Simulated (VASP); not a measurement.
# NiSb (Breithauptite) with r2SCAN + rVV10: from relaxation to properties, part 5 of 11

What structure does NiSb (Breithauptite) take at this level, and what are its properties? The start is a cell from a database of measured crystal structures.

VASP 6.6.1, plane waves and PAW; the level of theory is named at each step.

So far. Step 5 (Magnetic start: antiferromagnetic, q = (1/2, 1/2, 1/2)): The energy lies +2.4 meV an atom from the first pattern, and both runs end without moments, so a difference comes from cell, mesh or thresholds alone. The moments fall under 0.1 μB, and the mesh shows no gap.

The database entry behind the starting cell differs from later determinations by our own check (c about 0.3 % short), so it need not match the best structure at ambient conditions.

## Step 6: Magnetic start: antiferromagnetic, q = (1/2, 1/2, 0)

Level of this step: r2SCAN with rVV10, spin-polarised from an antiferromagnetic start; plane waves and PAW (Ni, Sb) (VASP).

Next, a pattern with opposite moments, which needs a doubled cell; q is given in the reciprocal vectors of the primitive cell.

INCAR reads:

```
SYSTEM = NiSb
PREC = Accurate
ENCUT = 400
EDIFF = 1E-06
NELM = 100
ISMEAR = 0
SIGMA = 0.05
LREAL = .FALSE.
ALGO = Normal
METAGGA = R2SCAN
LUSE_VDW = .TRUE.
IVDW_NL = 2
BPARAM = 11.95
CPARAM = 0.0093
LASPH = .TRUE.
NBANDS = 42
ISPIN = 2
MAGMOM = 1 -1 1 -1 0 0 0 0
LMAXMIX = 4
LORBIT = 11
LWAVE = .FALSE.
LCHARG = .FALSE.
KPAR = 8
ISIF = 2
```

POSCAR reads:

```
NiSb
1.0
    7.8560000000      0.0000000000      0.0000000000
    1.9640000000      3.4017477861      0.0000000000
    0.0000000000      0.0000000000      5.1200000000
Ni Sb
4 4
Direct
    0.0000000000      0.0000000000      0.0000000000
    0.5000000000      0.0000000000      0.0000000000
    0.0000000000      0.0000000000      0.5000000000
    0.5000000000      0.0000000000      0.5000000000
    0.8333333333      0.6666666667      0.2500000000
    0.3333333333      0.6666666667      0.2500000000
    0.1666666667      0.3333333333      0.7500000000
    0.6666666667      0.3333333333      0.7500000000
```

KPOINTS reads:

```
Automatic mesh
0
Gamma
7 7 5
0 0 0
```

The projector-augmented-wave data sets are Ni and Sb (PBE family, release 64).

Launch:

```
$ mpirun -np 8 vasp_std
```

The log of the run:

```text
[... set-up lines as in an earlier step ...]
 entering main loop
       N       E                     dE             d eps       ncg     rms          rms(c)
Total rVV10 correction in eV:      1.5482691    82.0364628
Total rVV10 correction in eV:      1.5482691    82.0364628
Total rVV10 correction in eV:      1.5482691    82.0364628
Total rVV10 correction in eV:      1.5482691    82.0364628
Total rVV10 correction in eV:      1.5482691    82.0364628
Total rVV10 correction in eV:      1.5482691    82.0364628
Total rVV10 correction in eV:      1.5482691    82.0364628
Total rVV10 correction in eV:      1.5482691    82.0364628
DAV:   1     0.262491301675E+03    0.26249E+03   -0.21011E+04  8072   0.126E+03
DAV:   2    -0.131366376655E+03   -0.39386E+03   -0.37780E+03  8216   0.313E+02
DAV:   3    -0.159634848356E+03   -0.28268E+02   -0.27154E+02  9280   0.105E+02
DAV:   4    -0.160410445182E+03   -0.77560E+00   -0.77147E+00  9292   0.165E+01
DAV:   5    -0.160435865738E+03   -0.25421E-01   -0.25413E-01 11346   0.291E+00    0.197E+01
Total rVV10 correction in eV:      1.4740827    82.0364583
Total rVV10 correction in eV:      1.4740827    82.0364583
Total rVV10 correction in eV:      1.4740827    82.0364583
Total rVV10 correction in eV:      1.4740827    82.0364583
Total rVV10 correction in eV:      1.4740827    82.0364583
Total rVV10 correction in eV:      1.4740827    82.0364583
Total rVV10 correction in eV:      1.4740827    82.0364583
Total rVV10 correction in eV:      1.4740827    82.0364583
DAV:   6    -0.159264471302E+03    0.11714E+01   -0.65153E+01  8914   0.110E+02    0.262E+01
Total rVV10 correction in eV:      1.5052642    82.0364568
Total rVV10 correction in eV:      1.5052642    82.0364568
Total rVV10 correction in eV:      1.5052642    82.0364568
Total rVV10 correction in eV:      1.5052642    82.0364568
Total rVV10 correction in eV:      1.5052642    82.0364568
Total rVV10 correction in eV:      1.5052642    82.0364568
Total rVV10 correction in eV:      1.5052642    82.0364568
Total rVV10 correction in eV:      1.5052642    82.0364568
DAV:   7    -0.150906892913E+03    0.83576E+01   -0.18626E+01  9298   0.703E+01    0.622E+00
Total rVV10 correction in eV:      1.5028191    82.0364574
Total rVV10 correction in eV:      1.5028191    82.0364574
Total rVV10 correction in eV:      1.5028191    82.0364574
Total rVV10 correction in eV:      1.5028191    82.0364574
Total rVV10 correction in eV:      1.5028191    82.0364574
Total rVV10 correction in eV:      1.5028191    82.0364574
Total rVV10 correction in eV:      1.5028191    82.0364574
Total rVV10 correction in eV:      1.5028191    82.0364574
DAV:   8    -0.151310321645E+03   -0.40343E+00   -0.34295E+00 11732   0.174E+01    0.462E+00
Total rVV10 correction in eV:      1.4942458    82.0364576
Total rVV10 correction in eV:      1.4942458    82.0364576
Total rVV10 correction in eV:      1.4942458    82.0364576
Total rVV10 correction in eV:      1.4942458    82.0364576
Total rVV10 correction in eV:      1.4942458    82.0364576
Total rVV10 correction in eV:      1.4942458    82.0364576
Total rVV10 correction in eV:      1.4942458    82.0364576
Total rVV10 correction in eV:      1.4942458    82.0364576
DAV:   9    -0.151208026287E+03    0.10230E+00   -0.54545E-01 10598   0.929E+00    0.131E+00
Total rVV10 correction in eV:      1.4953287    82.0364575
Total rVV10 correction in eV:      1.4953287    82.0364575
Total rVV10 correction in eV:      1.4953287    82.0364575
Total rVV10 correction in eV:      1.4953287    82.0364575
Total rVV10 correction in eV:      1.4953287    82.0364575
Total rVV10 correction in eV:      1.4953287    82.0364575
Total rVV10 correction in eV:      1.4953287    82.0364575
Total rVV10 correction in eV:      1.4953287    82.0364575
DAV:  10    -0.151221917775E+03   -0.13891E-01   -0.81293E-02  9260   0.347E+00    0.690E-01
Total rVV10 correction in eV:      1.4961266    82.0364575
Total rVV10 correction in eV:      1.4961266    82.0364575
Total rVV10 correction in eV:      1.4961266    82.0364575
Total rVV10 correction in eV:      1.4961266    82.0364575
Total rVV10 correction in eV:      1.4961266    82.0364575
Total rVV10 correction in eV:      1.4961266    82.0364575
Total rVV10 correction in eV:      1.4961266    82.0364575
Total rVV10 correction in eV:      1.4961266    82.0364575
DAV:  11    -0.151224216320E+03   -0.22985E-02   -0.63553E-03 12242   0.104E+00    0.416E-01
Total rVV10 correction in eV:      1.4969320    82.0364575
Total rVV10 correction in eV:      1.4969320    82.0364575
Total rVV10 correction in eV:      1.4969320    82.0364575
Total rVV10 correction in eV:      1.4969320    82.0364575
Total rVV10 correction in eV:      1.4969320    82.0364575
Total rVV10 correction in eV:      1.4969320    82.0364575
Total rVV10 correction in eV:      1.4969320    82.0364575
Total rVV10 correction in eV:      1.4969320    82.0364575
DAV:  12    -0.151224380768E+03   -0.16445E-03   -0.45011E-03 11982   0.918E-01    0.148E-01
Total rVV10 correction in eV:      1.4970391    82.0364575
Total rVV10 correction in eV:      1.4970391    82.0364575
Total rVV10 correction in eV:      1.4970391    82.0364575
Total rVV10 correction in eV:      1.4970391    82.0364575
Total rVV10 correction in eV:      1.4970391    82.0364575
Total rVV10 correction in eV:      1.4970391    82.0364575
Total rVV10 correction in eV:      1.4970391    82.0364575
Total rVV10 correction in eV:      1.4970391    82.0364575
DAV:  13    -0.151224605892E+03   -0.22512E-03   -0.14116E-03  9226   0.375E-01    0.745E-02
Total rVV10 correction in eV:      1.4971507    82.0364575
Total rVV10 correction in eV:      1.4971507    82.0364575
Total rVV10 correction in eV:      1.4971507    82.0364575
Total rVV10 correction in eV:      1.4971507    82.0364575
Total rVV10 correction in eV:      1.4971507    82.0364575
Total rVV10 correction in eV:      1.4971507    82.0364575
Total rVV10 correction in eV:      1.4971507    82.0364575
Total rVV10 correction in eV:      1.4971507    82.0364575
DAV:  14    -0.151224655904E+03   -0.50012E-04   -0.10132E-04  9560   0.674E-02    0.408E-02
Total rVV10 correction in eV:      1.4972103    82.0364575
Total rVV10 correction in eV:      1.4972103    82.0364575
Total rVV10 correction in eV:      1.4972103    82.0364575
Total rVV10 correction in eV:      1.4972103    82.0364575
Total rVV10 correction in eV:      1.4972103    82.0364575
Total rVV10 correction in eV:      1.4972103    82.0364575
Total rVV10 correction in eV:      1.4972103    82.0364575
Total rVV10 correction in eV:      1.4972103    82.0364575
DAV:  15    -0.151224657995E+03   -0.20905E-05   -0.14602E-05  9630   0.398E-02    0.241E-02
Total rVV10 correction in eV:      1.4972273    82.0364575
Total rVV10 correction in eV:      1.4972273    82.0364575
Total rVV10 correction in eV:      1.4972273    82.0364575
Total rVV10 correction in eV:      1.4972273    82.0364575
Total rVV10 correction in eV:      1.4972273    82.0364575
Total rVV10 correction in eV:      1.4972273    82.0364575
Total rVV10 correction in eV:      1.4972273    82.0364575
Total rVV10 correction in eV:      1.4972273    82.0364575
DAV:  16    -0.151224655583E+03    0.24116E-05   -0.57191E-06  8694   0.294E-02    0.999E-03
Total rVV10 correction in eV:      1.4972399    82.0364575
Total rVV10 correction in eV:      1.4972399    82.0364575
Total rVV10 correction in eV:      1.4972399    82.0364575
Total rVV10 correction in eV:      1.4972399    82.0364575
Total rVV10 correction in eV:      1.4972399    82.0364575
Total rVV10 correction in eV:      1.4972399    82.0364575
Total rVV10 correction in eV:      1.4972399    82.0364575
Total rVV10 correction in eV:      1.4972399    82.0364575
DAV:  17    -0.151224653021E+03    0.25619E-05   -0.19143E-06  4982   0.155E-02    0.174E-03
Total rVV10 correction in eV:      1.4972433    82.0364575
Total rVV10 correction in eV:      1.4972433    82.0364575
Total rVV10 correction in eV:      1.4972433    82.0364575
Total rVV10 correction in eV:      1.4972433    82.0364575
Total rVV10 correction in eV:      1.4972433    82.0364575
Total rVV10 correction in eV:      1.4972433    82.0364575
Total rVV10 correction in eV:      1.4972433    82.0364575
Total rVV10 correction in eV:      1.4972433    82.0364575
DAV:  18    -0.151224652547E+03    0.47415E-06   -0.68195E-07  4342   0.561E-03
Total rVV10 correction in eV:      1.4972480    82.0364575
Total rVV10 correction in eV:      1.4972480    82.0364575
Total rVV10 correction in eV:      1.4972480    82.0364575
Total rVV10 correction in eV:      1.4972480    82.0364575
Total rVV10 correction in eV:      1.4972480    82.0364575
Total rVV10 correction in eV:      1.4972480    82.0364575
Total rVV10 correction in eV:      1.4972480    82.0364575
Total rVV10 correction in eV:      1.4972480    82.0364575
Total rVV10 correction in eV:      1.4972476    82.0364575
Total rVV10 correction in eV:      1.4972476    82.0364575
Total rVV10 correction in eV:      1.4972476    82.0364575
Total rVV10 correction in eV:      1.4972476    82.0364575
Total rVV10 correction in eV:      1.4972476    82.0364575
Total rVV10 correction in eV:      1.4972476    82.0364575
Total rVV10 correction in eV:      1.4972476    82.0364575
Total rVV10 correction in eV:      1.4972476    82.0364575
   1 F= -.15122465E+03 E0= -.15122272E+03  d E =-.386713E-02  mag=     0.0000
```

It took 5.8 min on 8 MPI ranks of Intel Xeon Platinum 8488C (Sapphire Rapids), shared host; peak memory 5.3 GiB.

Parts of OUTCAR (step 6):

```text
   k-points           NKPTS =     48   k-points in BZ     NKDIM =     48   number of bands    NBANDS=     42

   ENCUT  =  400.0 eV  29.40 Ry    5.42 a.u.  12.81  6.41  8.35*2*pi/ulx,y,z

   NELECT =      60.0000    total number of electrons

 E-fermi :   9.9091

 spin component 1
 k-point     1 :       0.0000    0.0000    0.0000
  band No.  band energies     occupation
    ...
     25       8.5451      1.00000
     26       8.5492      1.00000
     27       8.5517      1.00000
     28       9.6969      1.00000
     29       9.8775      0.81415
     30      10.5220      0.00000
     31      10.5246      0.00000
     32      11.1300      0.00000
     33      12.5219      0.00000
     34      12.5221      0.00000
    ...

 k-point     2 :       0.1429    0.0000    0.0000
  band No.  band energies     occupation
    ...
     25       8.5397      1.00000
     26       8.5492      1.00000
     27       8.5514      1.00000
     28       9.8251      0.99126
     29       9.8569      0.93027
     30       9.9864      0.01437
     31      10.2649      0.00000
     32      11.2338      0.00000
     33      12.1817      0.00000
     34      12.7658      0.00000
    ...

  Total       -1.1272525     -0.9081613     -0.8734218      0.1897385      0.0000000      0.0000000
  in kB      -13.1995231    -10.6340828    -10.2273014      2.2217365      0.0000000      0.0000000
  external PRESSURE =     -11.3536358 kB  Pullay stress =       0.0000000 kB

 POSITION                                       TOTAL-FORCE (eV/Angst)
 -----------------------------------------------------------------------------------
      0.00000      0.00000      0.00000        -0.000000      0.000000     -0.000000
      3.92800      0.00000      0.00000        -0.000000     -0.000000     -0.000000
      0.00000      0.00000      2.56000        -0.000000      0.000000     -0.000000
      3.92800      0.00000      2.56000        -0.000000     -0.000000     -0.000000
      7.85600      2.26783      1.28000         0.023943     -0.013823      0.000000
      3.92800      2.26783      1.28000         0.023943     -0.013823     -0.000000
      1.96400      1.13392      3.84000        -0.023943      0.013823      0.000000
      5.89200      1.13392      3.84000        -0.023943      0.013823      0.000000
 -----------------------------------------------------------------------------------
    total drift:                                0.000000      0.000000      0.000000

  FREE ENERGIE OF THE ION-ELECTRON SYSTEM (eV)
  ---------------------------------------------------
  free  energy   TOTEN  =      -151.2246525470 eV

  energy  without entropy=     -151.2207854134  energy(sigma->0) =     -151.22271898

 magnetization (x)
# of ion       s       p       d       tot
------------------------------------------
    1        0.000   0.000   0.000   0.000
    2       -0.000  -0.000  -0.000  -0.000
    3        0.000   0.000   0.000   0.000
    4       -0.000  -0.000  -0.000  -0.000
    5       -0.000   0.000   0.000   0.000
    6        0.000  -0.000  -0.000  -0.000
    7       -0.000   0.000   0.000   0.000
    8        0.000  -0.000  -0.000  -0.000
--------------------------------------------------
tot          0.000   0.000   0.000   0.000

[... 2 parts as in an earlier step ...]

[... 13 further parts left out ...]
```

This step gave:

* irreducible k-points: 48
* symmetry operations: 8
* free energy (TOTEN): -151.2247 eV
* energy at zero smearing: -151.2227 eV
* Fermi energy: 9.909 eV
* pressure: -1.135 GPa

The energy lies +0.7 meV an atom from the first pattern, and both runs end without moments, so a difference comes from cell, mesh or thresholds alone. The moments fall under 0.1 μB, and the mesh shows no gap.

## Step 7: The orders side by side

This step: collinear orders at r2SCAN; plane waves and PAW (VASP 6.6.1).

No new run; the numbers come from the runs before.

Patterns, by row:

```
                                 start  atoms  energy less that of the first (meV/atom)  largest site moment (μB)     end state
                         ferromagnetic      4                                         0                         0  non-magnetic
     antiferromagnetic within the cell      4                                         0                         0  non-magnetic
    antiferromagnetic, q = (0, 0, 1/2)      8                                       6.1                         0  non-magnetic
antiferromagnetic, q = (1/2, 1/2, 1/2)      8                                       2.4                         0  non-magnetic
  antiferromagnetic, q = (1/2, 1/2, 0)      8                                       0.7                         0  non-magnetic
```

All patterns lost their moments. Runs that ended non-magnetic differ by up to 6.1 meV an atom among themselves, which can come from the unlike meshes of the cells or from a run that isn't fully settled. The session goes on with moments started at or near zero.

(Part 5 of 11 ends here.)

[Lines on the potential files, build, host, timing and source positions are cut from VASP's logs without a mark.]

[Logs are printed without paths, hosts, clocks, repeated set-up lines and the standing remarks that a program may print on its own settings, such as how far it seeks lower states.]

[Hosts, paths, dates, database ids (printed as entryN), source tags and the programs' standing remarks are cut or masked in the printed files.]

[A measured line is paired with the nearest computed mode of its activity, which favours agreement.]

[In band tables of VASP the shares of atoms and orbitals are scaled to a sum of 1 inside the atoms' spheres.]
